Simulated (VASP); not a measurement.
These are r2SCAN meta-GGA, VASP's PBE PAW potentials (set 64) (plane waves; VASP 6.6.1) values and carry that method's errors.

The input files of a VASP run:

### KPOINTS
```
Regular mesh
0
Gamma
  8 8 4
```

**INCAR**
```
# general
SYSTEM  = PtS2
PREC    = Accurate
ENCUT   = 480
LREAL   = .FALSE.
LASPH   = .TRUE.

# electronic loop
EDIFF   = 1E-7
NELM    = 100
ALGO    = Normal
LMAXMIX = 6
LMIXTAU = .TRUE.

# smearing
ISMEAR  = 0
SIGMA   = 0.05

# functional
METAGGA = R2SCAN

# ions
IBRION  = 2
NSW     = 30
ISIF    = 2
EDIFFG  = -0.01

# output
LWAVE   = .FALSE.
LCHARG  = .FALSE.
```

File POSCAR:
```
PtS2
1.0
  1.7730151855  -3.0709524546   0.0000000000
  1.7730151855   3.0709524546   0.0000000000
  0.0000000000   0.0000000000   5.3796148474
Pt S
1 2
Direct
  0.0000000000   0.0000000000   0.0000000000
  0.3333330000   0.6666670000   0.2202038716
  0.6666670000   0.3333330000   0.7797961284
```

POTCAR, in this order: Pt S (PBE.64 set). Program: vasp_std.

What will the output report for the number of irreducible k-points (NKPTS), number of bands (NBANDS), largest plane-wave count, number of space-group operations, FFT grid (NGX, NGY, NGZ)?

```json
{
  "number of irreducible k-points (NKPTS)": "35",
  "number of bands (NBANDS)": "15",
  "largest_plane_wave_count": "1419",
  "number_of_space_group_operations": "12",
  "FFT grid (NGX, NGY, NGZ)": "28 × 28 × 40"
}
```

The compound is PtS2 in the 1T layered structure. This cell was strained or had an atom moved on purpose. Symmetry was kept, so distortions that lower it aren't found.
